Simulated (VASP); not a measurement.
Output of a VASP run:

**OSZICAR**
```
       N       E                     dE             d eps       ncg     rms          rms(c)
DAV:   1     0.397311277221E+02    0.39731E+02   -0.36325E+03   560   0.835E+02
DAV:   2    -0.667094321066E+01   -0.46402E+02   -0.46018E+02   568   0.219E+02
DAV:   3    -0.833725916783E+01   -0.16663E+01   -0.16516E+01   976   0.357E+01
DAV:   4    -0.836558558285E+01   -0.28326E-01   -0.28328E-01   856   0.401E+00
DAV:   5    -0.836612695745E+01   -0.54137E-03   -0.54141E-03   960   0.284E-01    0.204E+00
DAV:   6    -0.654906337120E+01    0.18171E+01   -0.15110E+00   568   0.119E+01    0.987E-01
DAV:   7    -0.600141042456E+01    0.54765E+00   -0.27543E-01   656   0.484E+00    0.628E-01
DAV:   8    -0.634720923946E+01   -0.34580E+00   -0.21662E-01   568   0.397E+00    0.351E-01
DAV:   9    -0.589343350617E+01    0.45378E+00   -0.17496E-01   560   0.363E+00    0.570E-02
DAV:  10    -0.602695513419E+01   -0.13352E+00   -0.58224E-02   640   0.282E+00    0.740E-02
DAV:  11    -0.602714083695E+01   -0.18570E-03   -0.18678E-03  1080   0.258E-01    0.899E-02
DAV:  12    -0.602181341962E+01    0.53274E-02   -0.69790E-03   560   0.134E+00    0.109E-01
DAV:  13    -0.602308095530E+01   -0.12675E-02   -0.12737E-03   576   0.524E-01    0.781E-02
DAV:  14    -0.594699471491E+01    0.76086E-01   -0.52137E-02   568   0.273E+00    0.490E-01
DAV:  15    -0.600145240117E+01   -0.54458E-01   -0.24696E-02   560   0.189E+00    0.419E-01
DAV:  16    -0.601484694046E+01   -0.13395E-01   -0.98514E-03   576   0.137E+00    0.333E-01
DAV:  17    -0.602569363524E+01   -0.10847E-01   -0.14464E-02   568   0.145E+00    0.283E-01
DAV:  18    -0.601859537981E+01    0.70983E-02   -0.22167E-03   560   0.645E-01    0.294E-01
DAV:  19    -0.601723855172E+01    0.13568E-02   -0.34505E-04   600   0.175E-01    0.248E-01
DAV:  20    -0.601782791821E+01   -0.58937E-03   -0.11314E-03   560   0.474E-01    0.181E-01
DAV:  21    -0.601701838888E+01    0.80953E-03   -0.22847E-04   624   0.193E-01    0.175E-01
DAV:  22    -0.601703317130E+01   -0.14782E-04   -0.58812E-04   560   0.333E-01    0.109E-01
DAV:  23    -0.601443322263E+01    0.25999E-02   -0.22519E-03   568   0.443E-01    0.614E-02
DAV:  24    -0.601441414461E+01    0.19078E-04   -0.36984E-04   808   0.226E-01    0.407E-02
DAV:  25    -0.601465613559E+01   -0.24199E-03   -0.24332E-04   576   0.136E-01    0.342E-02
DAV:  26    -0.601488265408E+01   -0.22652E-03   -0.84268E-05   776   0.127E-01    0.214E-02
DAV:  27    -0.601478392116E+01    0.98733E-04   -0.28105E-04   576   0.238E-01    0.108E-02
DAV:  28    -0.601471990022E+01    0.64021E-04   -0.60565E-05   560   0.863E-02    0.913E-03
DAV:  29    -0.601463266105E+01    0.87239E-04   -0.14145E-04   568   0.105E-01    0.307E-03
DAV:  30    -0.601463000404E+01    0.26570E-05   -0.94990E-06   640   0.292E-02    0.233E-03
DAV:  31    -0.601463405769E+01   -0.40537E-05   -0.13957E-05   688   0.430E-02    0.131E-03
DAV:  32    -0.601462929562E+01    0.47621E-05   -0.23895E-06   632   0.175E-02    0.784E-04
DAV:  33    -0.601462895437E+01    0.34125E-06   -0.43046E-07   720   0.695E-03
   1 F= -.60146290E+01 E0= -.60145501E+01  d E =-.601463E+01
```

### OUTCAR
```
------------------------ aborting loop because EDIFF is reached ----------------------------------------
  FORCE on cell =-STRESS in cart. coord.  units (eV):
  Direction    XX          YY          ZZ          XY          YZ          ZX
  --------------------------------------------------------------------------------------
  Total        0.0044120      0.0044120      0.0044120      0.0000000      0.0000000     -0.0000000
  in kB        0.0932185      0.0932185      0.0932185      0.0000000      0.0000000     -0.0000000
  external PRESSURE =       0.0932185 kB  Pullay stress =       0.0000000 kB
  volume of cell :       75.83
      direct lattice vectors                 reciprocal lattice vectors
    -2.666425878  2.666425878  2.666425878     0.000000000  0.187516932  0.187516932
     2.666425878 -2.666425878  2.666425878     0.187516932  0.000000000  0.187516932
     2.666425878  2.666425878 -2.666425878     0.187516932  0.187516932  0.000000000
 POSITION                                       TOTAL-FORCE (eV/Angst)
 -----------------------------------------------------------------------------------
      0.00000      0.00000      0.00000         0.000000     -0.000000      0.000000
 -----------------------------------------------------------------------------------
    total drift:                               -0.000000     -0.000000      0.000000
  FREE ENERGIE OF THE ION-ELECTRON SYSTEM (eV)
  ---------------------------------------------------
  free  energy   TOTEN  =        -6.0146289544 eV

  energy  without entropy=       -6.0143924693  energy(sigma->0) =       -6.01455013

 reached required accuracy - stopping structural energy minimisation
```
(Selected blocks of OUTCAR.)

File POSCAR:
```
K
1
   -2.6664258782     2.6664258782     2.6664258782
    2.6664258782    -2.6664258782     2.6664258782
    2.6664258782     2.6664258782    -2.6664258782
K
1
Direct
  0.0000000000   0.0000000000   0.0000000000
```

Reconstruct the remaining input files.

Several could match; the one computed here: the input of the run itself, r2SCAN meta-GGA, plane waves, VASP's PBE PAW potentials (set 64).

INCAR:
```
SYSTEM = K
PREC = Accurate
ENCUT = 480
EDIFF = 1E-6
NELM = 100
ALGO = Normal
LREAL = .FALSE.
LASPH = .TRUE.
ISMEAR = 1
SIGMA = 0.1
METAGGA = R2SCAN
LMIXTAU = .TRUE.
LWAVE = .FALSE.
LCHARG = .FALSE.
IBRION = 2
ISIF = 3
NSW = 60
EDIFFG = -0.01
```

### KPOINTS
```
Automatic
0
G
  9 9 9
```

POTCAR, in this order: K_sv (PBE.64 set). Program: vasp_std.

The compound is K in the bcc structure. It was relaxed first. The start is the result of an earlier pass.
